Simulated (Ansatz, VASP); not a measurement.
**One calculation of Hg3GeS, two programs**

```
CELL_PARAMETERS angstrom
5.05032 0.00000 0.00000
0.00000 5.05032 0.00000
0.00000 0.00000 5.05032
ATOMIC_POSITIONS crystal
Ge 0.00000 0.00000 0.00000
S 0.50000 0.50000 0.50000
Hg 0.50000 0.50000 0.00000
Hg 0.50000 0.00000 0.50000
Hg 0.00000 0.50000 0.50000
```

The cell comes from a database or a generator and needn't be the stable form of this composition.

Alike in both runs: task single point; functional LDA; k mesh 4 × 4 × 4; occupations gaussian, width 0.05 eV; no spin polarisation.

```csv
,VASP,Ansatz
version,VASP 6.6.1,Ansatz 0.2.0
potentials or method,"VASP PAW LDA potentials, release 64 (Ge_d, S, Hg)","scalar-relativistic, plane waves, PAW"
plane-wave cutoff (eV),520,420
valence electrons in the cell,56,80
```

```csv
,VASP,Ansatz,Ansatz less VASP
gap on the k mesh at the Fermi level (eV),none,none,-
pressure (GPa),0.5,0.0,-0.50
```

A gap of «none» marks a metal or a gap that the smearing closes. The two sets of potentials don't hold the same shells in valence.

Spin-orbit coupling is left out, which matters for the levels of Hg.
